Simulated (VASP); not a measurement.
Bi5Sb3:

```
Sb Bi
1.0
    -4.47419   -2.58317    3.88519
     4.47419   -2.58317    3.88519
     0.00000    5.16635    3.88519
Sb Bi
3 5
Direct
  0.23400 0.23400 0.23400
  0.73400 0.73400 0.23400
  0.26600 0.76600 0.26600
  0.73400 0.23400 0.73400
  0.23400 0.73400 0.73400
  0.76600 0.76600 0.76600
  0.26600 0.26600 0.76600
  0.76600 0.26600 0.26600
```

The cell was built by a generator and needn't be a form met in nature.

| Property | Result |
| --- | --- |
| Program | VASP 6.6.1 |
| Task | relaxation of cell and atoms |
| Functional | PBE |
| Dispersion | D3(BJ) |
| Potentials or basis | VASP PAW PBE potentials, release 64 (Sb, Bi_d) |
| Cutoff | 600 eV |
| k mesh | 4 × 4 × 4 |
| Occupations | gaussian, width 0.03 eV |
| Spin | no spin polarisation |

At the start: pressure -0.6 GPa; volume 33.68 Å³/atom.

Q: How do energy, volume and symmetry change on relaxing?

A: Over 29 steps the energy falls by 8.8 meV/atom and the volume is 33.08 Å³/atom (-1.8 %); space group Cm (No. 8, to 0.05 Å).

Step by step:
| step | energy change (eV) | largest force (eV/Å) | pressure (GPa) | volume (Å³) |
| --- | --- | --- | --- | --- |
| 1 | 0.0000 | 0.3872 | -0.56 | 269.42 |
| 2 | -0.0410 | 0.2795 | 0.20 | 264.87 |
| 3 | -0.0478 | 0.2144 | 0.70 | 262.23 |
| 4 | -0.0655 | 0.0588 | -0.08 | 265.08 |
| 5 | -0.0657 | 0.0616 | -0.01 | 264.82 |
| 6 | -0.0667 | 0.0558 | -0.01 | 264.80 |
| 7 | -0.0678 | 0.0568 | -0.01 | 264.75 |
| 8 | -0.0684 | 0.0451 | -0.01 | 264.69 |
| 9 | -0.0685 | 0.0431 | 0.00 | 264.65 |
| 10 | -0.0690 | 0.0340 | 0.00 | 264.57 |
| 11 | -0.0695 | 0.0366 | 0.02 | 264.36 |
| 12 | -0.0698 | 0.0257 | -0.01 | 264.55 |
| 13 | -0.0699 | 0.0212 | -0.05 | 264.76 |
| 14 | -0.0700 | 0.0179 | -0.04 | 264.66 |
| 15 | -0.0701 | 0.0191 | 0.00 | 264.51 |
| 16 | -0.0701 | 0.0194 | 0.00 | 264.52 |
| 17 | -0.0701 | 0.0167 | 0.01 | 264.50 |
| 18 | -0.0702 | 0.0125 | 0.02 | 264.46 |
| 19 | -0.0703 | 0.0248 | 0.06 | 264.36 |
| 20 | -0.0703 | 0.0165 | 0.04 | 264.41 |
| 21 | -0.0703 | 0.0162 | 0.04 | 264.46 |
| 22 | -0.0704 | 0.0150 | 0.01 | 264.61 |
| 23 | -0.0704 | 0.0150 | -0.04 | 264.91 |
| 24 | -0.0704 | 0.0134 | -0.03 | 264.78 |
| 25 | -0.0705 | 0.0136 | -0.02 | 264.75 |
| 26 | -0.0705 | 0.0137 | -0.02 | 264.68 |
| 27 | -0.0705 | 0.0140 | 0.00 | 264.55 |
| 28 | -0.0705 | 0.0137 | 0.00 | 264.62 |
| 29 | -0.0706 | 0.0091 | -0.01 | 264.64 |

Final structure:
```
Sb Bi
1.0
    -4.46531   -2.57975    3.84789
     4.46531   -2.57975    3.84789
     0.00000    5.13305    3.83023
Sb Bi
3 5
Direct
  0.23744 0.22623 0.24005
  0.72623 0.73744 0.24005
  0.27044 0.77044 0.25964
  0.73628 0.23628 0.73562
  0.23873 0.73873 0.73079
  0.76249 0.75951 0.76852
  0.25951 0.26249 0.76852
  0.76887 0.26887 0.25682
```

Caveat: pairwise dispersion overbinds metals, which lowers pressure and volume.
